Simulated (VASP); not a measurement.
VASP input:

**KPOINTS**
```
kpoints
0
G
7 7 7
0 0 0
```

**INCAR**
```
LASPH=.True.   # aspherical one-centre terms
ALGO=Normal
LWAVE=.False.
NELM=100   # most electronic steps
ISMEAR=0   # Gaussian
LCHARG=.False.
ENCUT=400   # plane-wave cut-off (eV)
LREAL=.False.
SYSTEM=LiF
SIGMA=0.01   # width (eV)
ISIF=2
EDIFF=1E-6
GGA=PE   # PBE
PREC=Accurate
```

### POSCAR
```
LiF
1.0
  0.0000000000   2.0417150000   2.0417150000
  2.0417150000   0.0000000000   2.0417150000
  2.0417150000   2.0417150000   0.0000000000
Li F
1 1
Direct
 -0.0030690000   0.0030800000  -0.0095790000
  0.5030690000   0.4969200000   0.5095790000
```

POTCAR, in this order: Li_sv F (PBE.64 set). Program: vasp_std.

Problem. Write an equivalent input for Quantum ESPRESSO's pw.x.

Solution. One equivalent input (not run):
```
&CONTROL
  calculation = 'scf'
  pseudo_dir = './pseudo'
  outdir = './out'
  tprnfor = .true.
  tstress = .true.
/
&SYSTEM
  ibrav = 0
  nat = 2
  ntyp = 2
  ecutwfc = 84
  occupations = 'smearing'
  smearing = 'gaussian'
  degauss = 0.000735
  input_dft = 'pbe'
/
&ELECTRONS
  conv_thr = 7.3e-08
  electron_maxstep = 100
/
ATOMIC_SPECIES
  Li 6.940 Li.upf
  F 18.998 F.upf
CELL_PARAMETERS angstrom
     0.0000000    2.0417150    2.0417150
     2.0417150    0.0000000    2.0417150
     2.0417150    2.0417150    0.0000000
ATOMIC_POSITIONS crystal
  Li  -0.0030690  0.0030800 -0.0095790
  F    0.5030690  0.4969200  0.5095790
K_POINTS automatic
  7 7 7 0 0 0
```
What does not carry over: the potentials are each code's own (VASP's PAW set, PseudoDojo norm-conserving files in pw.x), so ENCUT and ecutwfc are chosen apart and not converted; conv_thr bounds pw.x's estimated SCF error, while EDIFF bounds the energy change between steps.

The structure comes from a computed database's LiF entry; how it stands against other phases isn't given here. The cell was not relaxed at this level.
